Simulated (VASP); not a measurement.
An input for Ansatz (written as the equivalent of a VASP run, and not itself run):

Ansatz 0.2 input:
```yaml
crystal:
  lattice:
    - [3.1627540, 0.0000000, 0.0000000]
    - [-1.5813770, 2.7390250, 0.0000000]
    - [0.0000000, 0.0000000, 3.5126100]
  atoms:
    - { symbol: Hf, position: [0.0000000, 0.0000000, 0.0000000] }
    - { symbol: B, position: [0.3333330, 0.6666670, 0.5000000] }
    - { symbol: B, position: [0.6666670, 0.3333330, 0.5000000] }
kpoints:
  mp_grid: { grid: [1, 1, 1] }
hamiltonian:
  xc: pbesol
  pseudopotentials: { kind: paw }
scf:
  occupations: { method: fermi_dirac, width: 0.1 }
  max_iter: 100
relax:
  max_steps: 50
  f_tol: 0.01
  cell: {}
output: { forces: true, stress: true, eigenvalues: true }
```

Q: Translate this input to VASP (INCAR, KPOINTS, POSCAR, choice of POTCAR).

A: This is not unique; one that fits is 
**POSCAR**
```
HfB2
1
    3.1627540000     0.0000000000     0.0000000000
   -1.5813770000     2.7390250000     0.0000000000
    0.0000000000     0.0000000000     3.5126100000
Hf B
1 2
Direct
  0.0000000000   0.0000000000   0.0000000000
  0.3333330000   0.6666670000   0.5000000000
  0.6666670000   0.3333330000   0.5000000000
```

INCAR:
```
SYSTEM = HfB2
PREC = Accurate
ENCUT = 240
EDIFF = 1E-03
NELM = 100
ALGO = Normal
LREAL = .FALSE.
LASPH = .TRUE.
ISMEAR = -1
SIGMA = 0.1
GGA = PS
LMAXMIX = 6
LWAVE = .FALSE.
LCHARG = .FALSE.
ISIF = 3
IBRION = 2
NSW = 50
EDIFFG = -0.01
```

### KPOINTS
```
K-points
0
G
  1 1 1
0 0 0
```

POTCAR, in this order: Hf_pv B (PBE.64 set). Program: vasp_std.

What does not carry over: each code has its own PAW files, so the cut-off isn't converted (ENCUT is set for VASP's; basis.ecutwfc is left out, and Ansatz then takes the one that its files recommend); Ansatz stops its SCF on the density residual and VASP on the energy change (EDIFF).

The structure comes from a computed database's HfB2 entry; how it stands against other phases isn't given here. This run relaxes it. Symmetry was kept, so distortions that lower it aren't found. The k-mesh is coarse (spacing up to 2.28 per Å, 2π included), so the numbers may not be converged in it. The run is one of a series of settings (EDIFF = 1E-03, EDIFFG = -0.01, ENCUT = 240, IBRION = 2, ISIF = 3, NSW = 50, KPOINTS 1×1×1 Γ-centred mesh against the base run), some of them coarse on purpose.
